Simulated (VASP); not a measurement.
Input:

```xyz
4
Lattice="3.7974 0.0000 0.0000 0.0000 3.7974 0.0000 0.0000 0.0000 4.5614" Properties=species:S:1:pos:R:3 pbc="T T T"
Sn     1.8987     0.0000     3.3969
Sn     0.0000     1.8987     1.1645
O      1.8987     1.8987     0.0000
O      0.0000     0.0000     0.0000
```

Method: PBE GGA, VASP's PBE PAW potentials (set 64) (plane waves; VASP 6.6.1). Run with 620 eV cut-off, 8×8×7 Γ-centred mesh, first-order Methfessel-Paxton smearing of 0.10 eV, potentials Sn_d O.

Without a dispersion term in the relaxation, distances and binding between the weakly bound layers, chains or molecules are unreliable, and so is what depends on them. Unless said otherwise, spin-orbit coupling is left out, though it shifts the bands of the heavy elements here.

Task: Estimate the energy per atom (σ→0), pressure, band gap (on the k-mesh) with the smallest direct gap where there is one.

Result: 
```
Quantity                                                    Result
------------------------  ----------------------------------------
band gap (on the k-mesh)  none (metal, semimetal or under 0.01 eV)
energy per atom (σ→0)                           -545.1 kJ/mol-atom
pressure                                                 50.1 kbar
```

Total energies compare only between runs with the same potentials, cut-off and functional.

The compound is SnO in the litharge structure. It was relaxed first under an external pressure of 5 GPa.
